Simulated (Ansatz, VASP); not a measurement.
# Cross-check of AlBAs2 (CuAu-ordered zincblende type (invented)) between VASP and Ansatz, part 3 of 3

One calculation is typed for both programs; each brings its own data sets. How far apart do they land? The cell is generated by rule, not measured, and may not be a known phase. The cell is taken from a series of runs on this material, whose earlier steps may have relaxed, scaled, displaced or heated it; both programs get it as it stands.

VASP 6.6.1 and Ansatz 0.2.0.

So far: Set-up; Ansatz: zone-centre phonons, LDA; VASP: zone-centre phonons, LDA.

### 3. VASP: zone-centre phonons, LDA (continued)

Level of this step: LDA; plane waves and PAW (B, Al, As); invented cell (VASP).

Numbers of over 12 decimals in the logs are rounded to 6 here.

Parts of OUTCAR (step 3):

```text
ion  position               nearest neighbor table
   1  0.000  0.000  0.000-   3 2.13   4 2.13   3 2.13   4 2.13
   2  0.500  0.500  0.500-   3 2.38   4 2.38   4 2.38   3 2.38
   3  0.000  0.500  0.211-   1 2.13   1 2.13   2 2.38   2 2.38
   4  0.500  0.000  0.789-   1 2.13   1 2.13   2 2.38   2 2.38

  LATTYP: Found a simple tetragonal cell.
 ALAT       =     3.6115566226
 C/A-ratio  =     1.4892365860

 Subroutine GETGRP returns: Found  8 space group operations
 (whereof  8 operations were pure point group operations)

The static configuration has the point symmetry D_2d.

 Found    105 irreducible k-points:

   k-points           NKPTS =    105   k-points in BZ     NKDIM =    105   number of bands    NBANDS=     14

   dimension x,y,z NGX =    28 NGY =   28 NGZ =   40
   dimension x,y,z NGXF=    56 NGYF=   56 NGZF=   80

   ENCUT  =  500.0 eV  36.75 Ry    6.06 a.u.   6.58  6.58  9.81*2*pi/ulx,y,z

   NELECT =      16.0000    total number of electrons

 k-points in reciprocal lattice and weights: Automatic mesh
   0.00000000  0.00000000  0.00000000       0.001
   0.10000000  0.00000000  0.00000000       0.005
   0.20000000  0.00000000  0.00000000       0.005
   0.30000000  0.00000000  0.00000000       0.005
   0.40000000  0.00000000  0.00000000       0.005
   0.50000000  0.00000000  0.00000000       0.003
   0.10000000  0.10000000  0.00000000       0.005
   0.20000000  0.10000000  0.00000000       0.010
   0.30000000  0.10000000  0.00000000       0.010
[...]
0.000000000  3.611556623  0.000000000     0.000000000  0.276888916  0.000000000
     0.000000000  0.000000000  5.378462255     0.000000000  0.000000000  0.185926749

 POSITION                                       TOTAL-FORCE (eV/Angst)
 -----------------------------------------------------------------------------------
      0.00000      0.00000      0.00000         0.000000      0.000000      0.000000
      1.80578      1.80578      2.68923         0.000000     -0.000000      0.000000
      0.00000      1.80578      1.13283         0.000000      0.000000      0.002117
      1.80578      0.00000      4.24563        -0.000000     -0.000000     -0.002117
 -----------------------------------------------------------------------------------
    total drift:                               -0.000000      0.000000      0.000000

 MACROSCOPIC STATIC DIELECTRIC TENSOR (including local field effects in DFT)
 ------------------------------------------------------
          11.539810     0.000000     0.000000
          -0.000000    11.539810     0.000000
           0.000000     0.000000    11.539228
 ------------------------------------------------------

 PIEZOELECTRIC TENSOR (including local field effects)  for field in x, y, z        (C/m^2)
          XX          YY          ZZ          XY          YZ          ZX
  --------------------------------------------------------------------------------
  x     0.00000     0.00000     0.00000     0.00000     0.00000     0.50308
  y     0.00000     0.00000     0.00000     0.00000    -0.50308     0.00000
  z     0.46190    -0.46190     0.00000     0.00000     0.00000     0.00000

 BORN EFFECTIVE CHARGES (including local field effects) (in |e|, cummulative output)
 ---------------------------------------------------------------------------------
 ion    1
    1     1.05047     0.00000     0.00000
    2     0.00000     1.05047     0.00000
    3     0.00000     0.00000     0.47332
 ion    2
    1     1.61368     0.00000     0.00000
    2     0.00000     1.61368     0.00000
    3     0.00000     0.00000     2.14596
 ion    3
    1    -1.08009     0.00000     0.00000
    2     0.00000    -1.58407     0.00000
    3     0.00000     0.00000    -1.30964
 ion    4
    1    -1.58407     0.00000     0.00000
    2     0.00000    -1.08009     0.00000
    3     0.00000     0.00000    -1.30964

 Eigenvectors and eigenvalues of the dynamical matrix
 ----------------------------------------------------

   1 f  =   18.413212 THz   115.693624 2PiTHz  614.198646 cm-1    76.150892 meV
             X         Y         Z           dx          dy          dz
      0.000000  0.000000  0.000000     0.000000   -0.000000    0.970559
      1.805778  1.805778  2.689231     0.000000   -0.000000   -0.111933
      0.000000  1.805778  1.132829    -0.000000    0.000000   -0.150808
      1.805778  0.000000  4.245633    -0.000000    0.000000   -0.150808

   2 f  =   15.937825 THz   100.140309 2PiTHz  531.628623 cm-1    65.913519 meV
             X         Y         Z           dx          dy          dz
      0.000000  0.000000  0.000000     0.022853   -0.936780   -0.000000
      1.805778  1.805778  2.689231     0.002599   -0.106554    0.000000
      0.000000  1.805778  1.132829    -0.002543    0.315642   -0.000000
      1.805778  0.000000  4.245633    -0.007700    0.104232    0.000000

   3 f  =   15.937825 THz   100.140309 2PiTHz  531.628623 cm-1    65.913519 meV
             X         Y         Z           dx          dy          dz
      0.000000  0.000000  0.000000     0.936780    0.022853   -0.000000
      1.805778  1.805778  2.689231     0.106554    0.002599   -0.000000
      0.000000  1.805778  1.132829    -0.104232   -0.007700   -0.000000
      1.805778  0.000000  4.245633    -0.315642   -0.002543    0.000000

   4 f  =   13.182538 THz    82.828327 2PiTHz  439.722123 cm-1    54.518570 meV
             X         Y         Z           dx          dy          dz
      0.000000  0.000000  0.000000    -0.000000   -0.000000   -0.019152
      1.805778  1.805778  2.689231    -0.000000    0.000000   -0.918519
      0.000000  1.805778  1.132829     0.000000    0.000000    0.279245
      1.805778  0.000000  4.245633     0.000000   -0.000000    0.279245

   5 f  =   11.270677 THz    70.815752 2PiTHz  375.949315 cm-1    46.611753 meV
             X         Y         Z           dx          dy          dz
      0.000000  0.000000  0.000000     0.036645   -0.130150    0.000000
      1.805778  1.805778  2.689231    -0.229669    0.815710    0.000000
      0.000000  1.805778  1.132829     0.138389    0.051406   -0.000000
      1.805778  0.000000  4.245633    -0.014474   -0.491512   -0.000000

   6 f  =   11.270677 THz    70.815752 2PiTHz  375.949315 cm-1    46.611753 meV
             X         Y         Z           dx          dy          dz
      0.000000  0.000000  0.000000    -0.130150   -0.036645    0.000000
      1.805778  1.805778  2.689231     0.815710    0.229669    0.000000
      0.000000  1.805778  1.132829    -0.491512    0.014474    0.000000
      1.805778  0.000000  4.245633     0.051406   -0.138389   -0.000000

   7 f  =    7.920934 THz    49.768695 2PiTHz  264.213913 cm-1    32.758335 meV
             X         Y         Z           dx          dy          dz
      0.000000  0.000000  0.000000     0.000000    0.000000    0.000000
      1.805778  1.805778  2.689231    -0.000000   -0.000000    0.000000
      0.000000  1.805778  1.132829    -0.000000    0.000000    0.707107
      1.805778  0.000000  4.245633     0.000000   -0.000000   -0.707107

   8 f  =    3.562275 THz    22.382437 2PiTHz  118.824719 cm-1    14.732381 meV
             X         Y         Z           dx          dy          dz
      0.000000  0.000000  0.000000     0.210948   -0.037982    0.000000
      1.805778  1.805778  2.689231    -0.350520    0.063112    0.000000
      0.000000  1.805778  1.132829    -0.564964   -0.125011    0.000000
      1.805778  0.000000  4.245633     0.694299    0.101723    0.000000

   9 f  =    3.562275 THz    22.382437 2PiTHz  118.824719 cm-1    14.732381 meV
             X         Y         Z           dx          dy          dz
      0.000000  0.000000  0.000000    -0.037982   -0.210948    0.000000
      1.805778  1.805778  2.689231     0.063112    0.350520   -0.000000
      0.000000  1.805778  1.132829     0.101723   -0.694299    0.000000
      1.805778  0.000000  4.245633    -0.125011    0.564964   -0.000000

  10 f/i=    0.001233 THz     0.007746 2PiTHz    0.041120 cm-1     0.005098 meV
             X         Y         Z           dx          dy          dz
      0.000000  0.000000  0.000000     0.000000    0.000000    0.240100
      1.805778  1.805778  2.689231     0.000000    0.000000    0.379202
      0.000000  1.805778  1.132829     0.000000    0.000000    0.631885
      1.805778  0.000000  4.245633     0.000000    0.000000    0.631885

  11 f/i=    0.002192 THz     0.013773 2PiTHz    0.073119 cm-1     0.009066 meV
             X         Y         Z           dx          dy          dz
      0.000000  0.000000  0.000000     0.239087    0.023110   -0.000000
      1.805778  1.805778  2.689231     0.377268    0.036467   -0.000000
      0.000000  1.805778  1.132829     0.628625    0.060833   -0.000000
      1.805778  0.000000  4.245633     0.629348    0.060763   -0.000000

  12 f/i=    0.002192 THz     0.013773 2PiTHz    0.073119 cm-1     0.009066 meV
             X         Y         Z           dx          dy          dz
      0.000000  0.000000  0.000000    -0.023110    0.239087   -0.000000
      1.805778  1.805778  2.689231    -0.036467    0.377268   -0.000000
      0.000000  1.805778  1.132829    -0.060763    0.629348   -0.000000
      1.805778  0.000000  4.245633    -0.060833    0.628625   -0.000000

 MACROSCOPIC STATIC DIELECTRIC TENSOR IONIC CONTRIBUTION
 ------------------------------------------------------
           1.269501     0.000000    -0.000000
           0.000000     1.269501    -0.000000
          -0.000000    -0.000000     0.826194
 ------------------------------------------------------

 ELASTIC MODULI CONTR FROM IONIC RELAXATION (kBar)
 Direction    XX          YY          ZZ          XY          YZ          ZX
 --------------------------------------------------------------------------------
 XX        -196.4950    173.5682      1.4160      0.0000     -0.0000      0.0000
 YY         173.5682   -196.4950      1.4160      0.0000      0.0000     -0.0000
 ZZ           1.4160      1.4160     -0.1749      0.0000      0.0000     -0.0000
 XY           0.0000      0.0000      0.0000      0.0000      0.0000      0.0000
 YZ          -0.0000      0.0000      0.0000      0.0000   -285.6359      0.0000
 ZX           0.0000     -0.0000     -0.0000      0.0000      0.0000   -314.6401
 --------------------------------------------------------------------------------

 PIEZOELECTRIC TENSOR IONIC CONTR  for field in x, y, z        (C/m^2)
          XX          YY          ZZ          XY          YZ          ZX
  --------------------------------------------------------------------------------
  x     0.00000    -0.00000    -0.00000     0.00000    -0.00000    -0.57073
  y     0.00000    -0.00000    -0.00000     0.00000     0.54657    -0.00000
  z    -0.36525     0.36525     0.00000     0.00000    -0.00000     0.00000
```

With a direct gap this small, the dielectric response converges slowly with the mesh, so tensor and charges are uncertain; a mesh that holds the point of the least gap tends to give too large a tensor.

### 4. Differences

Known differences besides the potentials themselves: the two LDA forms differ slightly; fixed occupations in Ansatz, narrow Gaussian smearing in VASP; VASP's response is taken on the typed mesh, Ansatz refines its own for the field response alone; the data sets hold 36 valence electrons in Ansatz (on its default PAW (the set named soft_2) files) and 16 in VASP; the cutoff is 420 eV in Ansatz and 500 eV in VASP; VASP's log shows a relativistic correction to its local exchange, Ansatz's none. Total energies have different zeros and are not compared.

Both answers:

| quantity | Ansatz | VASP | difference |
| --- | --- | --- | --- |
| ε∞ xx | 11.00 | 11.54 | -4.64 % |
| ε∞ yy | 11.00 | 11.54 | -4.64 % |
| ε∞ zz | 11.60 | 11.54 | +0.56 % |
| Born charge of B1 (mean of the diagonal) (e) | 0.85 | 0.86 | -0.01 |
| Born charge of Al2 (mean of the diagonal) (e) | 1.82 | 1.79 | +0.03 |
| Born charge of As3 (mean of the diagonal) (e) | -1.33 | -1.32 | -0.01 |
| optical mode 1 to 2 (cm⁻¹) | 120.1 | 118.8 | +1.09 % |
| optical mode 3 (cm⁻¹) | 262.7 | 264.2 | -0.57 % |
| optical mode 4 to 5 (cm⁻¹) | 373.3 | 375.9 | -0.71 % |
| optical mode 6 (cm⁻¹) | 436.7 | 439.7 | -0.68 % |
| optical mode 7 to 8 (cm⁻¹) | 525.4 | 531.6 | -1.18 % |
| optical mode 9 (cm⁻¹) | 611.2 | 614.2 | -0.48 % |

Modes are paired by rising frequency, not by their patterns, so a pair may set unlike modes beside each other; they are those without the splitting of longitudinal modes.

### 5. What came out

| Quantity | Value |
| --- | --- |
| r.m.s. difference of the optical zone-centre modes, each program's sorted by frequency (zone-centre phonons, LDA) | 3.6 cm⁻¹ |
| difference in ε∞ xx (zone-centre phonons, LDA) | -4.6 % |

In words: The r.m.s. difference of the optical zone-centre modes, each program's sorted by frequency is 3.6 cm⁻¹ (zone-centre phonons, LDA). The data sets hold unlike numbers of valence electrons (36 in Ansatz and 16 in VASP), so part of the differences comes from the potentials. Among the rows given in per cent, the largest difference of the zone-centre phonons, LDA pair is in ε∞ xx, -4.6 %. How closely two codes agree says nothing of how well the functional describes the real material.

[Lines on the potential files, build, host, timing and source positions are cut from VASP's logs without a mark.]

[Logs are printed without paths, hosts, clocks, repeated set-up lines and the standing remarks that a program may print on its own settings, such as how far it seeks lower states.]

[Hosts, paths, dates, database ids (printed as entryN), source tags and the programs' standing remarks are cut or masked in the printed files.]
